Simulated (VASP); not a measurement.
Wanted: the native input for a VASP 6.6.1 run.

| Item | Value |
| --- | --- |
| Task | density of states |
| Functional | PBE |
| Potentials or basis | VASP PAW PBE potentials, release 64 (Si, Y_sv, O) |
| Cutoff | 520 eV |
| k mesh | 6 × 6 × 4 |
| Occupations | fermi-dirac, width 0.0424 eV |
| Spin | no spin polarisation |
| Dipole correction | no |
| k mesh for the DOS | 9 × 9 × 6 |
| Occupations for the DOS | tetrahedron |
| Further INCAR settings | ALGO = Fast; EDIFF = 1e-06; NBANDS = 40 |

Crystal: YSi3O6.

```xyz
10
Lattice="3.8552 2.7050 0.0000 3.8552 -2.7050 0.0000 1.8987 0.0000 -6.7912" Properties=species:S:1:pos:R:3 pbc="T T T"
Si    4.8045    1.1307   -3.3956
Si    2.5240    0.3030   -2.0781
Si    7.0851    0.3030   -4.7131
Y     0.0000    0.0000    0.0000
O     3.5858    0.2218   -3.0628
O     6.0233    0.2218   -3.7284
O     2.4869    1.1145   -0.8421
O     7.1222    1.1145   -5.9491
O     4.4445    2.0829   -4.6452
O     5.1645    2.0829   -2.1460
```

The cell was built by a generator and needn't be a form met in nature.

One way to write it, as run:

POSCAR

```
YSi3O6
1.0
    3.8551970000      2.7050310000      0.0000000000
    3.8551970000     -2.7050310000      0.0000000000
    1.8986900000      0.0000000000     -6.7911830000
Si Y O
3 1 6
Direct
    0.7090000000      0.2910000000      0.5000000000
    0.3080000000      0.1960000000      0.3060000000
    0.8040000000      0.6920000000      0.6940000000
    0.0000000000      0.0000000000      0.0000000000
    0.3950000000      0.3130000000      0.4510000000
    0.6870000000      0.6050000000      0.5490000000
    0.4980000000      0.0860000000      0.1240000000
    0.9140000000      0.5020000000      0.8760000000
    0.7930000000      0.0230000000      0.6840000000
    0.9770000000      0.2070000000      0.3160000000
```

INCAR.step1

```
SYSTEM = YSi3O6
  PREC = Accurate
  ENCUT = 520
  EDIFF = 1E-6
  ISMEAR = -1
  SIGMA = 0.0424
  LREAL = .FALSE.
  LASPH = .TRUE.
  NELM = 100
  ALGO = Fast
  ISIF = 2
  LWAVE = .FALSE.
  LCHARG = .TRUE.
  LMAXMIX = 4
  GGA = PE
  NBANDS = 40
```

KPOINTS.step1

```
regular mesh
0
G
  6 6 4
  0 0 0
```

INCAR.step2

```
SYSTEM = YSi3O6
  PREC = Accurate
  ENCUT = 520
  EDIFF = 1E-6
  ISMEAR = -5
  SIGMA = 0.0424
  LREAL = .FALSE.
  LASPH = .TRUE.
  NELM = 100
  ALGO = Fast
  ISIF = 2
  LWAVE = .FALSE.
  LCHARG = .FALSE.
  LMAXMIX = 4
  GGA = PE
  LORBIT = 10
  NBANDS = 40
  NEDOS = 1001
  ICHARG = 11
```

KPOINTS.step2

```
regular mesh
0
G
  9 9 6
  0 0 0
```

Potentials or basis: VASP PAW PBE potentials, release 64 (Si, Y_sv, O).

Run with:

```sh
$ cat potpaw_PBE.64/Si/POTCAR potpaw_PBE.64/Y_sv/POTCAR potpaw_PBE.64/O/POTCAR > POTCAR
$ cp INCAR.step1 INCAR
$ cp KPOINTS.step1 KPOINTS
$ mpirun -np 1 vasp_std > vasp.out
$ cp INCAR.step2 INCAR
$ cp KPOINTS.step2 KPOINTS
$ mpirun -np 1 vasp_std > vasp.out
```

It gave:

```json
{
  "Valence electrons inside the program's atomic spheres": "Si 1.78, 1.93; Y 9.29; O 5.40, 5.19, 5.32"
}
```

Caveat: an odd number of electrons without spin polarisation forces a metal; a magnetic or distorted state may lie lower.

It took 17 min on 1 thread of Intel(R) Xeon(R) Platinum 8375C CPU @ 2.90GHz (Ice Lake) (shared host), peak memory 0.74 GiB.
